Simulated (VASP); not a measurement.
**EuSc: changing the starting magnetic order**

The structure is cubic, space group Pm-3m (No. 221). The conventional cell has a = 3.945 Å, b = 3.945 Å, c = 3.945 Å, α = 90.00°, β = 90.00°, γ = 90.00°. Sc (site symmetry m-3m) has 8 Eu at 3.42 Å as nearest neighbours. Eu (site symmetry m-3m) has 8 Sc at 3.42 Å as nearest neighbours.

The cell comes from a database or a generator and needn't be the stable form of this composition.

Kept alike: task single point; functional PBE; k mesh 4 × 4 × 5; occupations fermi-dirac, width 0.05 eV; hubbard terms Eu f U = 4 eV, Sc d U = 6 eV. Program: VASP, PBE PAW files Eu, Sc_sv, 520 eV. The mesh is that of the run's cell of 4 atoms. No spin-orbit coupling.

```csv
starting magnetic order,largest site moment (μB),moment of the cell (μB),free energy over the lowest row (meV/atom)
antiferromagnetic,6.72,0.00,0.00
"antiferromagnetic start, larger moments",6.72,0.00,0.00
ferromagnetic,6.65,13.60,14.39
"ferromagnetic start, larger moments",6.65,13.63,14.41
random collinear,6.72,0.00,0.00
```

For a metal such a mesh leaves the last digits unconverged. Moments of the cell are magnitudes, and a label names the start alone. The runs hold the magnetic state that their start led to, which needn't be the lowest. Site moments count inside each atom's sphere or projector. U enters in Dudarev's form.

Question: What does the starting magnetic order change here?

Answer: The largest site moment runs from 6.65 (ferromagnetic; ferromagnetic start, larger moments) to 6.72 μB (antiferromagnetic; antiferromagnetic start, larger moments; random collinear). The moment of the cell runs from 0.00 (antiferromagnetic; antiferromagnetic start, larger moments; random collinear) to 13.63 μB (ferromagnetic start, larger moments). The free energy is lowest at antiferromagnetic; antiferromagnetic start, larger moments; random collinear, and 14.41 meV an atom higher at ferromagnetic start, larger moments. Starts that end at one energy have found one state: antiferromagnetic; antiferromagnetic start, larger moments; random collinear | ferromagnetic; ferromagnetic start, larger moments.
